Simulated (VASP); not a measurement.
All values below come from AM05 GGA, VASP's PBE PAW potentials (set 64) (plane waves; VASP).

VASP input:

POSCAR:
```
Ir
3.7846370
  0.0000000000   0.4999999513   0.4999999513
  0.4999999513   0.0000000000   0.4999999513
  0.4999999513   0.4999999513   0.0000000000
Ir
1
Cartesian
  0.0000000000   0.0000000000   0.0000000000
```

KPOINTS:
```
Automatic mesh
0
Gamma
16 16 16
0 0 0
```

### INCAR
```
NELM  =  100   # most electronic steps
LREAL  =  .FALSE.
ISMEAR  =  1
LASPH  =  .TRUE.   # aspherical one-centre terms
GGA  =  AM
EDIFF  =  1E-7   # SCF stop (eV)
ISIF  =  2   # forces and stress, cell fixed
LWAVE  =  .FALSE.
ENCUT  =  520   # plane-wave cut-off (eV)
LMAXMIX  =  6   # l cut-off of mixed one-centre charges
ALGO  =  Normal
SYSTEM  =  Ir
LCHARG  =  .FALSE.
SIGMA  =  0.1   # width (eV)
PREC  =  Accurate
```

POTCAR, in this order: Ir (PBE.64 set). Program: vasp_std.

The resulting files:

OUTCAR:
```
 ion  position               nearest neighbor table
   1  0.000  0.000  0.000-
  LATTYP: Found a face centered cubic cell.
 ALAT       =     3.7846366316
 Subroutine PRICEL returns:
 Original cell was already a primitive cell.
 Subroutine GETGRP returns: Found 48 space group operations
The static configuration has the point symmetry O_h .
The dynamic configuration has the point symmetry O_h .
 Subroutine INISYM returns: Found 48 space group operations
 Subroutine IBZKPT returns following result:
 Found    145 irreducible k-points:

 Following reciprocal coordinates:
            Coordinates               Weight
  0.000000  0.000000  0.000000      1.000000
  0.062500  0.000000  0.000000      8.000000
  0.125000  0.000000  0.000000      8.000000
  0.187500  0.000000  0.000000      8.000000
  0.250000  0.000000  0.000000      8.000000
  0.312500  0.000000  0.000000      8.000000
  0.375000  0.000000  0.000000      8.000000
  0.437500  0.000000  0.000000      8.000000
  0.500000  0.000000  0.000000      4.000000
  0.062500  0.062500  0.000000      6.000000
  0.125000  0.062500  0.000000     24.000000
  0.187500  0.062500  0.000000     24.000000
  0.250000  0.062500  0.000000     24.000000
  0.312500  0.062500  0.000000     24.000000
  0.375000  0.062500  0.000000     24.000000
  0.437500  0.062500  0.000000     24.000000
  0.500000  0.062500  0.000000     24.000000
 -0.437500  0.062500  0.000000     24.000000
 -0.375000  0.062500  0.000000     24.000000
 -0.312500  0.062500  0.000000     24.000000
 -0.250000  0.062500  0.000000     24.000000
 -0.187500  0.062500  0.000000     24.000000
 -0.125000  0.062500  0.000000     24.000000
 -0.062500  0.062500  0.000000     12.000000
  0.125000  0.125000  0.000000      6.000000
...
```

### OSZICAR
```
       N       E                     dE             d eps       ncg     rms          rms(c)
DAV:   1     0.443904397416E+02    0.44390E+02   -0.45623E+03  2328   0.104E+03
DAV:   2    -0.951049851373E+01   -0.53901E+02   -0.52307E+02  2352   0.213E+02
DAV:   3    -0.101036630021E+02   -0.59316E+00   -0.59248E+00  3320   0.301E+01
DAV:   4    -0.101074101730E+02   -0.37472E-02   -0.37468E-02  3040   0.178E+00
DAV:   5    -0.101074320502E+02   -0.21877E-04   -0.21875E-04  3384   0.865E-02    0.175E+01
DAV:   6    -0.963029675758E+01    0.47714E+00   -0.91712E-01  2720   0.135E+01    0.740E+00
DAV:   7    -0.952949997545E+01    0.10080E+00   -0.32982E-01  3096   0.748E+00    0.160E+00
DAV:   8    -0.952338797101E+01    0.61120E-02   -0.23515E-03  2648   0.803E-01    0.621E-01
DAV:   9    -0.952207264225E+01    0.13153E-02   -0.11110E-03  3088   0.575E-01    0.265E-02
DAV:  10    -0.952207392256E+01   -0.12803E-05   -0.56735E-06  3136   0.293E-02    0.539E-03
DAV:  11    -0.952207437667E+01   -0.45411E-06   -0.26259E-07  3248   0.439E-03    0.674E-04
DAV:  12    -0.952207435542E+01    0.21245E-07   -0.52851E-09  1472   0.807E-04
   1 F= -.95220744E+01 E0= -.95219614E+01  d E =-.338766E-03
```

### OUTCAR
```
------------------------ aborting loop because EDIFF is reached ----------------------------------------
  FORCE on cell =-STRESS in cart. coord.  units (eV):
  Direction    XX          YY          ZZ          XY          YZ          ZX
  --------------------------------------------------------------------------------------
  Total        1.1268028      1.1268028      1.1268028      0.0000000      0.0000000      0.0000000
  in kB      133.2127909    133.2127909    133.2127909      0.0000000      0.0000000      0.0000000
  external PRESSURE =     133.2127909 kB  Pullay stress =       0.0000000 kB
  volume of cell :       13.55
      direct lattice vectors                 reciprocal lattice vectors
     0.000000000  1.892318316  1.892318316    -0.264226159  0.264226159  0.264226159
     1.892318316  0.000000000  1.892318316     0.264226159 -0.264226159  0.264226159
     1.892318316  1.892318316  0.000000000     0.264226159  0.264226159 -0.264226159
 POSITION                                       TOTAL-FORCE (eV/Angst)
 -----------------------------------------------------------------------------------
      0.00000      0.00000      0.00000        -0.000000      0.000000     -0.000000
 -----------------------------------------------------------------------------------
    total drift:                                0.000000      0.000000      0.000000
  FREE ENERGIE OF THE ION-ELECTRON SYSTEM (eV)
  ---------------------------------------------------
  free  energy   TOTEN  =        -9.5220743554 eV

  energy  without entropy=       -9.5217355898  energy(sigma->0) =       -9.52196143
```
(Selected blocks of OUTCAR.)

### OUTCAR
```
 val. band max:       10.9701963824   @ k =   0.3750   0.0625   0.0000

 cond. band min:      10.9819812383   @ k =  -0.3750   0.1875   0.0000


 Fermi energy:        10.9788810180

 k-point     1 :       0.0000    0.0000    0.0000
  band No.  band energies     occupation
      1      -0.6938      2.00000
      2       6.8198      2.00000
      3       6.8198      2.00000
      4       6.8198      2.00000
      5       9.7273      2.00000
      6       9.7273      2.00000
      7      25.1635      0.00000
      8      31.0307      0.00000

 k-point     2 :       0.0625    0.0000    0.0000
  band No.  band energies     occupation
      1      -0.5117      2.00000
      2       6.7188      2.00000
      3       6.9002      2.00000
      4       6.9002      2.00000
      5       9.6733      2.00000
      6       9.6733      2.00000
      7      25.4856      0.00000
      8      30.0827      0.00000

 k-point     3 :       0.1250    0.0000    0.0000
  band No.  band energies     occupation
      1       0.0091      2.00000
      2       6.4719      2.00000
      3       7.1013      2.00000
      4       7.1013      2.00000
      5       9.5674      2.00000
      6       9.5674      2.00000
      7      26.3425      0.00000
      8      28.3771      0.00000

 k-point     4 :       0.1875    0.0000    0.0000
  band No.  band energies     occupation
      1       0.7782      2.00000
      2       6.2367      2.00000
      3       7.2889      2.00000
      4       7.2889      2.00000
      5       9.5796      2.00000
      6       9.5796      2.00000
      7      26.4754      0.00000
      8      27.5819      0.00000

 k-point     5 :       0.2500    0.0000    0.0000
  band No.  band energies     occupation
      1       1.5944      2.00000
      2       6.2683      2.00000
      3       7.2934      2.00000
      4       7.2934      2.00000
      5       9.9041      2.00000
      6       9.9041      2.00000
      7      24.8535      0.00000
...
```

Unless said otherwise, spin-orbit coupling is left out, though it shifts the bands of the heavy elements here.

The compound is Ir in the fcc structure. This cell is one point of a volume scan, at 0.97 of the reference volume.
